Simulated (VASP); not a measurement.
Here is the system:

```xyz
8
Lattice="4.6890 0.0000 0.0000 0.0000 4.6890 0.0000 0.0000 0.0000 4.6890" Properties=species:S:1:pos:R:3 pbc="T T T"
Ge     3.9481     3.9481     3.9481
Ge     3.0854     0.7409     1.6036
Ge     1.6036     3.0854     0.7409
Ge     0.7409     1.6036     3.0854
Fe     0.6330     0.6330     0.6330
Fe     1.7115     4.0560     2.9775
Fe     2.9775     1.7115     4.0560
Fe     4.0560     2.9775     1.7115
```
Starting moments (μB, in the order of the record's atoms Ge Ge Ge Ge Fe Fe Fe Fe): 0.0 0.0 0.0 0.0 4.0 4.0 4.0 4.0.

Computed with PBE GGA, VASP's PBE PAW potentials (set 64) (plane waves; VASP). Run with 300 eV cut-off, 3×3×3 Γ-centred mesh, Fermi-Dirac smearing of 0.10 eV, potentials Ge_d Fe.

At this cut-off the stress carries a Pulay error, which pulls relaxed volumes low.

Task: Give the force on each atom (eV/Å).

Result: 
```csv
atom,Fx,Fy,Fz
Ge1,-0.026,-0.026,-0.026
Ge2,0.026,0.026,-0.026
Ge3,-0.026,0.026,0.026
Ge4,0.026,-0.026,0.026
Fe5,-0.032,-0.032,-0.032
Fe6,0.032,0.032,-0.032
Fe7,-0.032,0.032,0.032
Fe8,0.032,-0.032,0.032
```

Task: Give the stress tensor in GPa (positive for a compressed cell).

Result: 
```
-3.48   0.00   0.00
 0.00  -3.48   0.00
 0.00   0.00  -3.48
```
The pressure is its mean diagonal, -3.48 GPa.

The structure comes from a measured FeGe entry of the Crystallography Open Database, whose conditions weren't checked. The cell was not relaxed at this level. The k-mesh is coarse (spacing up to 0.45 per Å, 2π included), so the numbers may not be converged in it.
